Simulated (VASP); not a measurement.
```xyz
12
Lattice="6.0578 0.0000 0.0000 0.0000 6.0578 0.0000 0.0000 0.0000 6.0578" Properties=species:S:1:pos:R:3 pbc="T T T"
As     3.7357     5.3510     0.7068
As     0.7068     3.7357     5.3510
As     3.7357     3.7357     3.7357
As     2.3221     2.3221     2.3221
As     5.3510     0.7068     3.7357
As     5.3510     2.3221     0.7068
As     0.7068     5.3510     2.3221
As     2.3221     0.7068     5.3510
Pt     0.0000     3.0289     3.0289
Pt     3.0289     0.0000     3.0289
Pt     0.0000     0.0000     0.0000
Pt     3.0289     3.0289     0.0000
```

All values below come from PBE GGA, VASP's PBE PAW potentials (set 64) (plane waves; VASP). Settings: 400 eV cut-off, 9×9×9 Γ-centred mesh, Gaussian smearing of 0.010 eV, potentials As Pt.

### Question
Estimate the energy per atom (σ→0).

### Answer

```json
{
 "energy per atom (σ→0)": "-5.666 eV/atom"
}
```

The compound is PtAs2 in the pyrite structure. It was relaxed first.
